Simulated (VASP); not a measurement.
# TiTe2 in VASP: further runs, part 2 of 2

VASP 6.6.1.

### 3 Relaxation of cell and atoms, PBE+D3(BJ)

This run uses another cell than the first one, of 83.74 Å³/atom, 0.949 times its volume.

Contents of INCAR:

```
SYSTEM = TiTe2
ALGO     = Normal         ! electronic algorithm
EDIFF    = 1E-7           ! SCF threshold, eV
EDIFFG   = -0.005         ! ionic threshold
ENCUT    = 600            ! plane-wave cutoff, eV
GGA      = PE             ! functional
IBRION   = 2              ! ionic algorithm
ISIF     = 3              ! what is computed and relaxed
ISMEAR   = 0              ! smearing method
IVDW     = 12             ! dispersion correction
LASPH    = .TRUE.         ! aspherical terms in the spheres
LATTICE_CONSTRAINTS= .TRUE. .TRUE. .FALSE.
LCHARG   = .FALSE.        ! write CHGCAR
LREAL    = .FALSE.        ! projectors in reciprocal space
LWAVE    = .FALSE.        ! write WAVECAR
NELM     = 80             ! most SCF steps
NSW      = 90             ! ionic steps
PREC     = Accurate       ! precision mode
SIGMA    = 0.03           ! smearing width, eV
```

Contents of KPOINTS:

```
k-points
0
G
  9 9 1
  0 0 0
```

Contents of POSCAR:

```
TiTe2                                   
1.0
    3.6803828901      0.0000000000      0.0000000000
   -1.8401914450      3.1873050784      0.0000000000
    0.0000000000      0.0000000000     21.4153488000
  Te              Ti            
     2     1
Direct
     0.3333333300000021    0.6666666699999979    0.4177095180880877
     0.6666666699999979    0.3333333300000021    0.5822904819119123
     0.0000000000000000    0.0000000000000000    0.5000000000000000
```

Potentials or basis: VASP PAW PBE potentials, release 64 (Te, Ti_sv).

Launch:

```
$ cat potpaw_PBE.64/Te/POTCAR potpaw_PBE.64/Ti_sv/POTCAR > POTCAR
$ mpirun -np 1 vasp_std > vasp.out
```

OUTCAR:

```text
SYSTEM = TiTe2
   EDIFF = 1E-7
   EDIFFG = -0.005
   ENCUT = 600
   GGA = PE
   IBRION = 2
   ISIF = 3
   ISMEAR = 0
   IVDW = 12
   LASPH = .TRUE.
   LREAL = .FALSE.
   NELM = 80
   NSW = 90
   PREC = Accurate
 IVDW          = 12

 ion  position               nearest neighbor table
   1  0.333  0.667  0.418-   3 2.76   3 2.76   3 2.76
   2  0.667  0.333  0.582-   3 2.76   3 2.76   3 2.76
   3  0.000  0.000  0.500-   1 2.76   2 2.76   1 2.76   2 2.76   2 2.76   1 2.76

  LATTYP: Found a hexagonal cell.
 ALAT       =     3.6803828901
 C/A-ratio  =     5.8187828385

  Lattice vectors:

 A1 = (   3.6803828901,   0.0000000000,   0.0000000000)
 A2 = (  -1.8401914450,   3.1873050784,   0.0000000000)
 A3 = (   0.0000000000,   0.0000000000,  21.4153488000)

Analysis of symmetry for initial positions (statically):
=====================================================================
 Subroutine PRICEL returns:
 Original cell was already a primitive cell.

 Routine SETGRP: Setting up the symmetry group for a
 hexagonal supercell.
[... 210 lines left out ...]

 E-fermi :  -1.1437     XC(G=0):  -3.6526

 val. band max:       -1.2615528778   @ k =   0.4444  -0.0000   0.0000
 cond. band min:      -1.1345552702   @ k =   0.3333  -0.0000   0.0000
 fundamental gap:      0.1269976076
 Fermi energy:        -1.1436923752

 k-point     1 :       0.0000    0.0000    0.0000
  band No.  band energies     occupation
      1     -58.4940      2.00000
      2     -34.7458      2.00000
      3     -34.7458      2.00000
      4     -34.7188      2.00000
      5     -13.2731      2.00000
      6     -12.4673      2.00000
[... 205 lines left out ...]
      3     -34.7832      2.00000
      4     -34.7048      2.00000
      5     -11.2681      2.00000
      6     -11.2681      2.00000
[... 8 lines left out ...]
     15       0.1685      0.00000
     16       1.4308      0.00000

------------------------ aborting loop because EDIFF is reached ----------------------------------------

 Edisp (eV)   -1.07922

 E8    (eV) :    -0.5284

  FORCE on cell =-STRESS in cart. coord.  units (eV):
  Direction    XX          YY          ZZ          XY          YZ          ZX
  --------------------------------------------------------------------------------------
  -------------------------------------------------------------------------------------
  Total      -0.00184    -0.00184    -0.00697    -0.00000    -0.00000     0.00000
  in kB      -0.01170    -0.01170    -0.04444    -0.00000    -0.00000     0.00000
  external pressure =       -0.02 kB  Pullay stress =        0.00 kB

 VOLUME and BASIS-vectors are now :
 -----------------------------------------------------------------------------
  energy-cutoff  :      600.00
  volume of cell :      251.25
      direct lattice vectors                 reciprocal lattice vectors
     3.680630684  0.000000000  0.000000000     0.271692567  0.156861777  0.000000000
    -1.840315342  3.187519674  0.000000000    -0.000000000  0.313723554  0.000000000
     0.000000000  0.000000000 21.415348800     0.000000000  0.000000000  0.046695480

 POSITION                                       TOTAL-FORCE (eV/Angst)
 -----------------------------------------------------------------------------------
     -0.00000      2.12501      8.94510        -0.000000     -0.000000     -0.002423
      1.84032      1.06251     12.47025         0.000000      0.000000      0.002423
      3.68063      0.00000     10.70767         0.000000      0.000000      0.000000
 -----------------------------------------------------------------------------------
    total drift:                                0.000000      0.000000     -0.000000

  FREE ENERGIE OF THE ION-ELECTRON SYSTEM (eV)
  ---------------------------------------------------
  free  energy   TOTEN  =       -17.2510700311 eV

  energy  without entropy=      -17.2499273470  energy(sigma->0) =      -17.25049869

 reached required accuracy - stopping structural energy minimisation
```

OSZICAR:

```text
N       E                     dE             d eps       ncg     rms          rms(c)
DAV:   1     0.163582430261E+03    0.16358E+03   -0.11377E+04   480   0.129E+03
DAV:   2     0.286417247607E+01   -0.16072E+03   -0.15918E+03   480   0.271E+02
DAV:   3    -0.167847014010E+02   -0.19649E+02   -0.19138E+02   736   0.829E+01
[... 26 lines left out ...]
DAV:   2    -0.161718486149E+02    0.10876E-05   -0.55863E-05   520   0.653E-02    0.910E-03
DAV:   3    -0.161718474124E+02    0.12025E-05   -0.47674E-05   512   0.414E-02    0.101E-02
DAV:   4    -0.161718462180E+02    0.11943E-05   -0.47722E-06   496   0.164E-02    0.272E-03
DAV:   5    -0.161718460217E+02    0.19639E-06   -0.11971E-06   552   0.766E-03    0.122E-03
DAV:   6    -0.161718459259E+02    0.95770E-07   -0.67058E-08   208   0.240E-03
   2 F= -.17251070E+02 E0= -.17250499E+02  d E =-.205405E-05
```

CONTCAR:

```text
TiTe2
   1.00000000000000
     3.6806306838628458    0.0000000000000039    0.0000000000000000
    -1.8403153418814162    3.1875196740935059    0.0000000000000000
     0.0000000000000000    0.0000000000000000   21.4153488000000003
  Te              Ti
     2     1
Direct
     0.3333333300000021    0.6666666699999979    0.4176957098319461
     0.6666666699999979    0.3333333300000021    0.5823042901680540
     1.0000000000000000    0.0000000000000000    0.5000000000000000

  0.00000000E+00  0.00000000E+00  0.00000000E+00
  0.00000000E+00  0.00000000E+00  0.00000000E+00
  0.00000000E+00  0.00000000E+00  0.00000000E+00
```

Wall time 1.9 min (1 thread of Intel Xeon 6975P-C (Granite Rapids), shared host); peak memory 0.46 GiB.

What came out:

```
Free energy                            : -17.2511 eV
Relaxed volume                         : 83.75 Å³/atom
Relaxed cell                           : a = 3.681 Å, b = 3.681 Å, c = 21.415 Å, α = 90.00°, β = 90.00°, γ = 120.00°
Space group after relaxing (to 0.05 Å) : P-3m1 (No. 164)
Energy gained by relaxing              : 0.0 meV/atom
Ionic steps                            : 2
Band gap on the k mesh                 : none (metal or under the smearing width)
Dispersion energy per atom             : -0.360 eV
```

Forces in eV/Å, atoms in the order of the input:
```
Te   0.000  0.000 -0.002
Te   0.000  0.000  0.002
Ti   0.000  0.000  0.000
```

Final structure:
```xyz
3
Lattice="3.6806 0.0000 0.0000 -1.8403 3.1875 0.0000 0.0000 0.0000 21.4153" Properties=species:S:1:pos:R:3 pbc="T T T"
Te    0.0000    2.1250    8.9451
Te    1.8403    1.0625   12.4702
Ti    3.6806    0.0000   10.7077
```

Levels at points of the mesh, in eV from the Fermi level:
```csv
k point,band 10,band 11,band 12,band 13,band 14,band 15
"(0.00, 0.00, 0.00)",-1.30,0.49,0.54,0.54,1.42,1.42
```

The run has no spin-orbit coupling, so splittings on Te are missing.

### 4 Relaxation of cell and atoms, r2SCAN+rVV10

Contents of INCAR:

```
SYSTEM = TiTe2
PREC = Accurate
ENCUT = 600
EDIFF = 1E-6
ISMEAR = 0
SIGMA = 0.03
LREAL = .FALSE.
LASPH = .TRUE.
NELM = 120
ALGO = Normal
ISIF = 3
LWAVE = .FALSE.
LCHARG = .FALSE.
METAGGA = R2SCAN
LMIXTAU = .TRUE.
LUSE_VDW = .TRUE.
IVDW_NL = 2
BPARAM = 11.95
CPARAM = 0.0093
IBRION = 2
NSW = 90
EDIFFG = -0.01
LATTICE_CONSTRAINTS = .TRUE. .TRUE. .FALSE.
```

Contents of KPOINTS:

```
Automatic mesh
0
G
  9 9 1
  0 0 0
```

Contents of POSCAR:

```
TiTe2
1.0
    3.7770000000      0.0000000000      0.0000000000
   -1.8885000000      3.2709779500      0.0000000000
    0.0000000000      0.0000000000     21.4153488000
Te Ti
2 1
Direct
    0.3333333300      0.6666666700      0.4202593200
    0.6666666700      0.3333333300      0.5797406800
    0.0000000000      0.0000000000      0.5000000000
```

Launch:

```
$ cat potpaw_PBE.64/Te/POTCAR potpaw_PBE.64/Ti_sv/POTCAR > POTCAR
$ mpirun -np 1 vasp_std > vasp.out
```

Wall time 62 min (1 thread of Intel Xeon Platinum 8259CL at 2.50GHz (Skylake/Cascade Lake), shared host); peak memory 1.1 GiB.

The run converged. Its results:

- Free energy: -65.3999 eV
- Relaxed volume: 88.34 Å³/atom
- Relaxed cell: a = 3.780 Å, b = 3.780 Å, c = 21.415 Å, α = 90.00°, β = 90.00°, γ = 120.00°
- Space group after relaxing (to 0.05 Å): P-3m1 (No. 164)
- Energy gained by relaxing: 0.1 meV/atom
- Ionic steps: 2
- Band gap on the k mesh: none (metal or under the smearing width)

Forces in eV/Å, atoms in the order of the input:
```
Te   0.000  0.000  0.003
Te   0.000  0.000 -0.003
Ti   0.000  0.000  0.000
```

Step by step:
| step | energy change (eV) | largest force (eV/Å) | pressure (GPa) | volume (Å³) |
| --- | --- | --- | --- | --- |
| 1 | 0.0000 | 0.0197 | 0.03 | 264.58 |
| 2 | -0.0003 | 0.0026 | -0.01 | 265.02 |

Final structure:
```xyz
3
Lattice="3.7802 0.0000 0.0000 -1.8901 3.2737 0.0000 0.0000 0.0000 21.4153" Properties=species:S:1:pos:R:3 pbc="T T T"
Te    0.0000    2.1825    8.9991
Te    1.8901    1.0912   12.4163
Ti    0.0000    0.0000   10.7077
```

Levels at points of the mesh, in eV from the Fermi level:
| k point | band 9 | band 10 | band 11 | band 12 | band 13 | band 14 | band 15 | band 16 |
| --- | --- | --- | --- | --- | --- | --- | --- | --- |
| (0.00, 0.00, 0.00) | -1.82 | -1.48 | 0.42 | 0.42 | 0.70 | 0.98 | 0.98 | 3.44 |

Caveat: the PAW data sets were made with another functional, which shifts forces and pressure a little. Spin-orbit coupling is left out, which matters for the levels of Te.

### 5 Relaxation of cell and atoms, r2SCAN+rVV10

Edit INCAR of step 4 so:

```diff
@@ -3,3 +3,3 @@
 ENCUT = 600
-EDIFF = 1E-6
+EDIFF = 1E-7
 ISMEAR = 0
@@ -21,3 +21,3 @@
 NSW = 90
-EDIFFG = -0.01
+EDIFFG = -0.005
 LATTICE_CONSTRAINTS = .TRUE. .TRUE. .FALSE.
```

KPOINTS is that of step 4.

Contents of POSCAR:

```
TiTe2                                   
1.0
    3.7801616728      0.0000000000      0.0000000000
   -1.8900808364      3.2737160389      0.0000000000
    0.0000000000      0.0000000000     21.4153488000
  Te              Ti            
     2     1
Direct
     0.3333333300000021    0.6666666699999979    0.4202149801868233
     0.6666666699999979    0.3333333300000021    0.5797850198131766
     0.0000000000000000    0.0000000000000000    0.5000000000000000
```

Launch:

```
$ cat potpaw_PBE.64/Te/POTCAR potpaw_PBE.64/Ti_sv/POTCAR > POTCAR
$ mpirun -np 1 vasp_std > vasp.out
```

It took 69 min on 1 thread of Intel Xeon Platinum 8259CL at 2.50GHz (Skylake/Cascade Lake), shared host; peak memory 1 GiB.

Results (log left out):

| Item | Value |
| --- | --- |
| Free energy | -65.3999 eV |
| Band gap on the k mesh | none (metal or under the smearing width) |

Forces in eV/Å, atoms in the order of the input:
```
Te   0.000  0.000  0.003
Te   0.000  0.000 -0.003
Ti   0.000  0.000  0.000
```

Final structure:
```
CELL_PARAMETERS angstrom
3.78016 0.00000 0.00000
-1.89008 3.27372 0.00000
0.00000 0.00000 21.41535
ATOMIC_POSITIONS crystal
Te 0.33333 0.66667 0.42022
Te 0.66667 0.33333 0.57978
Ti 0.00000 0.00000 0.50000
```

Levels at points of the mesh, in eV from the Fermi level:
| k point | band 9 | band 10 | band 11 | band 12 | band 13 | band 14 | band 15 | band 16 |
| --- | --- | --- | --- | --- | --- | --- | --- | --- |
| (0.00, 0.00, 0.00) | -1.82 | -1.48 | 0.42 | 0.42 | 0.70 | 0.98 | 0.98 | 3.44 |

Caveat: the relaxation stopped at its first step, so nothing moved; the PAW data sets were made with another functional, which shifts forces and pressure a little.
